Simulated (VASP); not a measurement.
# Si2WC3 (P3m1) in VASP: further runs, part 2 of 2

VASP 6.6.1. Earlier steps stand in the parts before.

## Step 3: Born charges and dielectric tensor, PBE

File INCAR:

```
SYSTEM = Si2WC3
PREC = Accurate
ENCUT = 520
EDIFF = 1E-8
ISMEAR = 0
SIGMA = 0.02
LREAL = .False.
LASPH = .True.
NELM = 60
ALGO = Normal
ISIF = 2
LWAVE = .False.
LCHARG = .False.
GGA = PE
LEPSILON = .True.
KPAR = 4
```

File KPOINTS:

```
regular mesh
0
Gamma
  10 10 4
  0 0 0
```

File POSCAR:

```
Si2WC3
1.0
    3.0146260000      0.0000000000      0.0000000000
   -1.5073130000      2.6107430000      0.0000000000
    0.0000000000      0.0000000000      8.0921400000
Si W C
2 1 3
Direct
    0.0000000000      0.0000000000      0.8979010000
    0.3333330000      0.6666670000      0.5832590000
    0.0000000000      0.0000000000      0.2031560000
    0.3333330000      0.6666670000      0.0027220000
    0.0000000000      0.0000000000      0.6705840000
    0.3333330000      0.6666670000      0.3573680000
```

Potentials or basis: VASP PAW PBE potentials, release 64 (Si, W_sv, C).

Launch:

```console
cat potpaw_PBE.64/Si/POTCAR potpaw_PBE.64/W_sv/POTCAR potpaw_PBE.64/C/POTCAR > POTCAR
mpirun -np 4 vasp_std > vasp.out
```

OUTCAR:

```text
SYSTEM = Si2WC3
   PREC = Accurate
   ENCUT = 520
   EDIFF = 1E-8
   ISMEAR = 0
   LREAL = .False.
   LASPH = .True.
   NELM = 60
   ISIF = 2
   GGA = PE
   LEPSILON = .True.

 ion  position               nearest neighbor table
   1  0.000  0.000  0.898-   5 1.84   4 1.94   4 1.94   4 1.94   3 2.47   2 3.08   2 3.08   2 3.08

   2  0.333  0.667  0.583-   6 1.83   5 1.88   5 1.88   5 1.88   1 3.08   1 3.08   1 3.08
   3  0.000  0.000  0.203-   6 2.14   6 2.14   6 2.14   4 2.38   4 2.38   4 2.38   1 2.47
   4  0.333  0.667  0.003-   1 1.94   1 1.94   1 1.94   3 2.38   3 2.38   3 2.38
   5  0.000  0.000  0.671-   1 1.84   2 1.88   2 1.88   2 1.88
   6  0.333  0.667  0.357-   2 1.83   3 2.14   3 2.14   3 2.14

  LATTYP: Found a hexagonal cell.
 ALAT       =     3.0146260000
 C/A-ratio  =     2.6842931760

  Lattice vectors:

 A1 = (   3.0146260000,   0.0000000000,   0.0000000000)
 A2 = (  -1.5073130000,   2.6107430000,   0.0000000000)
 A3 = (   0.0000000000,   0.0000000000,   8.0921400000)

Analysis of symmetry for initial positions (statically):
=====================================================================
 Subroutine PRICEL returns:
 Original cell was already a primitive cell.

 Routine SETGRP: Setting up the symmetry group for a
 hexagonal supercell.

 Subroutine GETGRP returns: Found  6 space group operations
 (whereof  6 operations were pure point group operations)
 out of a pool of 24 trial point group operations.

The static configuration has the point symmetry C_3v.

Analysis of symmetry for dynamics (positions and initial velocities):
=====================================================================
 Subroutine PRICEL returns:
 Original cell was already a primitive cell.

 Routine SETGRP: Setting up the symmetry group for a
 hexagonal supercell.

 Subroutine GETGRP returns: Found  6 space group operations
 (whereof  6 operations were pure point group operations)
 out of a pool of 24 trial point group operations.

The dynamic configuration has the point symmetry C_3v.

 Subroutine INISYM returns: Found  6 space group operations
 (whereof  6 operations are pure point group operations),
 and found     1 'primitive' translations

----------------------------------------------------------------------------------------

                                     Primitive cell

  volume of cell :      63.6885

  direct lattice vectors                    reciprocal lattice vectors
     3.014626000  0.000000000  0.000000000     0.331716107  0.191516361  0.000000000
    -1.507313000  2.610743000  0.000000000     0.000000000  0.383032723  0.000000000
     0.000000000  0.000000000  8.092140000     0.000000000  0.000000000  0.123576705

  length of vectors
     3.014626000  3.014626261  8.092140000     0.383032756  0.383032723  0.123576705

[... 721 lines left out ...]
  in kB       -0.0351956     -0.0351957      0.0187758      0.0000000     -0.0000000      0.0000000
  external PRESSURE =      -0.0172052 kB  Pullay stress =       0.0000000 kB

 VOLUME and BASIS-vectors are now :
 -----------------------------------------------------------------------------
  energy-cutoff  :      520.00
  volume of cell :       63.69
      direct lattice vectors                 reciprocal lattice vectors
     3.014626000  0.000000000  0.000000000     0.331716107  0.191516361  0.000000000
    -1.507313000  2.610743000  0.000000000     0.000000000  0.383032723  0.000000000
     0.000000000  0.000000000  8.092140000     0.000000000  0.000000000  0.123576705

 POSITION                                       TOTAL-FORCE (eV/Angst)
 -----------------------------------------------------------------------------------
      0.00000      0.00000      7.26594        -0.000000     -0.000000     -0.000249
     -0.00000      1.74050      4.71981         0.000000     -0.000000      0.000782
      0.00000      0.00000      1.64397         0.000000      0.000000     -0.000178
     -0.00000      1.74050      0.02203         0.000000      0.000000     -0.000284
      0.00000      0.00000      5.42646        -0.000000     -0.000000      0.003221
     -0.00000      1.74050      2.89187        -0.000000     -0.000000     -0.003292
 -----------------------------------------------------------------------------------
    total drift:                                0.000839     -0.000485      0.000390

  FREE ENERGIE OF THE ION-ELECTRON SYSTEM (eV)
  ---------------------------------------------------
  free  energy   TOTEN  =       -50.6430123608 eV

  energy  without entropy=      -50.6430123608  energy(sigma->0) =      -50.64301236

 HEAD OF MICROSCOPIC STATIC DIELECTRIC TENSOR (INDEPENDENT PARTICLE, excluding Hartree and local field effects)
 ------------------------------------------------------
          14.745364     0.000000    -0.000000
           0.000000    14.745367     0.000000
           0.000000     0.000000    15.048768
 ------------------------------------------------------

 Free energy of the ion-electron system (eV)
  ---------------------------------------------------
  ---------------------------------------------------
  free energy    TOTEN  =        -2.47567052 eV

  energy without entropy =       -2.47567052

------------------------ aborting loop because EDIFF is reached ----------------------------------------

--------------------------------------- Ionic step        2  -------------------------------------------

------------------------ aborting loop because EDIFF is reached ----------------------------------------

--------------------------------------- Ionic step        3  -------------------------------------------

 Free energy of the ion-electron system (eV)
  ---------------------------------------------------
  ---------------------------------------------------
  free energy    TOTEN  =        -2.27461327 eV

  energy without entropy =       -2.27461327

------------------------ aborting loop because EDIFF is reached ----------------------------------------

 PIEZOELECTRIC TENSOR FIELD DIRECTION 3  (e Angst)
 -----------------------------------------------------------------------------
    -1.58049 -0.00000  0.00000           ( -0.05888  0.00000  0.00000)
     0.00000 -1.58049 -0.00000           (  0.00000 -0.05888  0.00000)
     0.00000  0.00000  3.32324           (  0.00000  0.00000  0.10536)

 PIEZOELECTRIC TENSOR FIELD DIRECTION 3  (C/m^2)
 -----------------------------------------------------------------------------
    -0.39759 -0.00000  0.00000
     0.00000 -0.39759 -0.00000
     0.00000  0.00000  0.83601

 MACROSCOPIC STATIC DIELECTRIC TENSOR (including local field effects in DFT)
 ------------------------------------------------------
          14.362125    -0.000000     0.000000
           0.000000    14.362128     0.000000
           0.000000     0.000000    13.310542
 ------------------------------------------------------

 PIEZOELECTRIC TENSOR (including local field effects)  for field in x, y, z        (e  Angst)
          XX          YY          ZZ          XY          YZ          ZX
  --------------------------------------------------------------------------------
  x     0.00000     0.00000     0.00000     1.87152     0.00000    -1.99455
  y     1.87152    -1.87152    -0.00000     0.00000    -1.99455     0.00000
  z    -1.58049    -1.58049     3.32324     0.00000     0.00000     0.00000

 PIEZOELECTRIC TENSOR (including local field effects)  for field in x, y, z        (C/m^2)
          XX          YY          ZZ          XY          YZ          ZX
  --------------------------------------------------------------------------------
  x     0.00000     0.00000     0.00000     0.47081     0.00000    -0.50176
  y     0.47081    -0.47081    -0.00000     0.00000    -0.50176     0.00000
  z    -0.39759    -0.39759     0.83601     0.00000     0.00000     0.00000

 BORN EFFECTIVE CHARGES (including local field effects) (in |e|, cummulative output)
 ---------------------------------------------------------------------------------
 ion    1
    1     2.52039     0.00000     0.00000
    2     0.00000     2.52039    -0.00000
    3     0.00000     0.00000     3.78647
 ion    2
    1     2.59329     0.00000     0.00000
    2     0.00000     2.59329     0.00000
    3     0.00000    -0.00000     3.88394
 ion    3
    1     0.09298     0.00000     0.00000
    2     0.00000     0.09298     0.00000
    3     0.00000     0.00000    -0.43406
 ion    4
    1    -1.93961     0.00000     0.00000
    2     0.00000    -1.93961    -0.00000
    3     0.00000     0.00000    -2.68799
 ion    5
    1    -2.52866     0.00000     0.00000
    2     0.00000    -2.52866     0.00000
    3     0.00000     0.00000    -3.40606
 ion    6
    1    -0.73841     0.00000     0.00000
    2     0.00000    -0.73841     0.00000
    3     0.00000    -0.00000    -1.14230
```

Run time: 7.9 min. Hardware: 4 MPI ranks of AMD EPYC 7R13 (Zen 3), shared host; peak memory 0.71 GiB.

Results:

```
Band gap on the k mesh                  : 0.83 eV, indirect (least direct gap 1.49 eV)
Electronic dielectric tensor (diagonal) : 14.36, 14.36, 13.31
Born charges (mean of the diagonal)     : Si +2.94, +3.02; W -0.08; C -2.19, -2.82, -0.87 e
```

Electronic dielectric tensor:
```
14.36  0.00  0.00
 0.00 14.36  0.00
 0.00  0.00 13.31
```

Born effective charge tensors (e):
atom 1, Si
```
2.52 0.00 0.00
0.00 2.52 0.00
0.00 0.00 3.79
```
atom 2, Si
```
2.59 0.00 0.00
0.00 2.59 0.00
0.00 0.00 3.88
```
atom 3, W
```
 0.09  0.00  0.00
 0.00  0.09  0.00
 0.00  0.00 -0.43
```
atom 4, C
```
-1.94  0.00  0.00
 0.00 -1.94  0.00
 0.00  0.00 -2.69
```
atom 5, C
```
-2.53  0.00  0.00
 0.00 -2.53  0.00
 0.00  0.00 -3.41
```
atom 6, C
```
-0.74  0.00  0.00
 0.00 -0.74  0.00
 0.00  0.00 -1.14
```

Caveat: spin-orbit coupling is left out, which moves the levels of the heavy elements. A hybrid or GW would open this gap; PBE tends to underestimate it.
